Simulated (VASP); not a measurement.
VASP input:

**KPOINTS**
```
Automatic mesh
0
Gamma
7 7 7
0 0 0
```

**INCAR**
```
LREAL = .FALSE.
EDIFF = 1E-6
LCHARG = .FALSE.
PREC = Accurate
SYSTEM = NaCl
NELM = 100   # most electronic steps
SIGMA = 0.02
GGA = PE
ENCUT = 300
ISIF = 2
ALGO = Normal   # blocked Davidson
LWAVE = .FALSE.
ISMEAR = -1   # Fermi-Dirac
LASPH = .TRUE.
```

**POSCAR**
```
NaCl
3.9880820
  0.0000000000   0.7071068248   0.7071068248
  0.7071068248   0.0000000000   0.7071068248
  0.7071068248   0.7071068248   0.0000000000
Na Cl
1 1
Cart
  0.0000000000   0.0000000000   0.0000000000
  0.7071068248   0.7071068248   0.7071068248
```

POTCAR, in this order: Na_pv Cl (PBE.64 set). Program: vasp_std.

Question: Translate this PBE calculation to Ansatz.

Answer: One equivalent input (not run):
Ansatz 0.2 input:
```yaml
crystal:
  lattice:
    - [0.0000000, 2.8200000, 2.8200000]
    - [2.8200000, 0.0000000, 2.8200000]
    - [2.8200000, 2.8200000, 0.0000000]
  atoms:
    - { symbol: Na, position: [0.0000000, 0.0000000, 0.0000000] }
    - { symbol: Cl, position: [0.5000000, 0.5000000, 0.5000000] }
kpoints:
  mp_grid: { grid: [7, 7, 7] }
hamiltonian:
  xc: pbe
  pseudopotentials: { kind: paw }
scf:
  occupations: { method: fermi_dirac, width: 0.02 }
  max_iter: 100
output: { forces: true, stress: true, eigenvalues: true }
```
Limits of the translation: each code has its own PAW files, so the cut-off isn't converted (ENCUT is set for VASP's; basis.ecutwfc is left out, and Ansatz then takes the one that its files recommend); Ansatz stops its SCF on the density residual and VASP on the energy change (EDIFF).

The structure is a typed NaCl crystal (Fm-3m). The cell was not relaxed at this level.
